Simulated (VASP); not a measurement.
Runs of VASP 6.6.1 on C. It takes space group P6_3/mmc (No. 194, hexagonal). Conventional cell: a = 2.461 Å, b = 2.461 Å, c = 6.440 Å, α = 90.00°, β = 90.00°, γ = 120.00°. C (site symmetry -6m2) has 3 C at 1.42 Å as nearest neighbours. C (site symmetry -6m2) has 3 C at 1.42 Å as nearest neighbours. The cell was built by a generator and needn't be a form met in nature.

```tsv
level	potentials or basis	gap on the mesh (eV)	pressure (GPa)
r2SCAN+rVV10	VASP PAW PBE potentials, release 64 (C)	0.45	(c)
vdW-DF	VASP PAW PBE potentials, release 64 (C)	0.43	7.5
PBE+D2	VASP PAW PBE potentials, release 64 (C)	0.43	0.9
SCAN+rVV10	VASP PAW PBE potentials, release 64 (C)	0.45	-2.4
SCAN	VASP PAW PBE potentials, release 64 (C)	0.45	(b)
rev-vdW-DF2	VASP PAW PBE potentials, release 64 (C)	0.41	(a)
optB88-vdW	VASP PAW PBE potentials, release 64 (C)	0.41	2.4
LDA	VASP PAW LDA potentials, release 64 (C)	0.40	-4.6
```

Alike in all rows: task single point; no spin polarisation; cell as given; k mesh 16 × 16 × 4; cutoff (eV) 520; smearing fermi-dirac 0.05 eV.

**Question.** Fill in the values left out.

**Answer.** (a) 2.0; (b) -2.0; (c) -0.8.

Caveats: the PAW data sets were made with another functional, which shifts forces and pressure a little (some runs).

A k mesh can miss the band edges.
